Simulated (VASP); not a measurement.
OSZICAR of a VASP run on Pt (fcc):

**OSZICAR**
```
       N       E                     dE             d eps       ncg     rms          rms(c)
DAV:   1     0.175518140346E+02    0.17552E+02   -0.40135E+03  2136   0.694E+02
DAV:   2    -0.117068914371E+02   -0.29259E+02   -0.27875E+02  1962   0.147E+02
DAV:   3    -0.119970588027E+02   -0.29017E+00   -0.28181E+00  2245   0.140E+01
DAV:   4    -0.119980640834E+02   -0.10053E-02   -0.10052E-02  2189   0.839E-01
DAV:   5    -0.119980714134E+02   -0.73300E-05   -0.73282E-05  2148   0.628E-02    0.104E+01
DAV:   6    -0.110509087297E+02    0.94716E+00   -0.35142E+00  1920   0.157E+01    0.456E+00
DAV:   7    -0.110244086544E+02    0.26500E-01   -0.12038E-01  2134   0.301E+00    0.260E+00
DAV:   8    -0.110238734245E+02    0.53523E-03   -0.80872E-03  1982   0.795E-01    0.713E-01
DAV:   9    -0.110230834781E+02    0.78995E-03   -0.38165E-03  1926   0.551E-01    0.223E-02
DAV:  10    -0.110230873251E+02   -0.38470E-05   -0.18767E-05  2166   0.483E-02    0.874E-03
DAV:  11    -0.110230878742E+02   -0.54910E-06   -0.50645E-07  1323   0.665E-03
   1 F= -.11023088E+02 E0= -.11021171E+02  d E =-.383454E-02
```

Question: Which electronic solver shows in the log?

Answer: It is blocked Davidson (ALGO = Normal, or the opening steps of other solvers). The INCAR had ALGO = Normal.

Question: Can the final energy be trusted as converged?

Answer: The run converged. It stopped with EDIFF = 1E-6, NELM = 100 (PBE GGA, plane waves, VASP's PBE PAW potentials (set 64)). The cell is charged, with a uniform compensating background.

The compound is Pt in the fcc structure. The cell was not relaxed at this level. The run is one of a series of settings (ISMEAR = 0, NELECT = 9.5, SIGMA = 0.05 against the base run), some of them coarse on purpose.
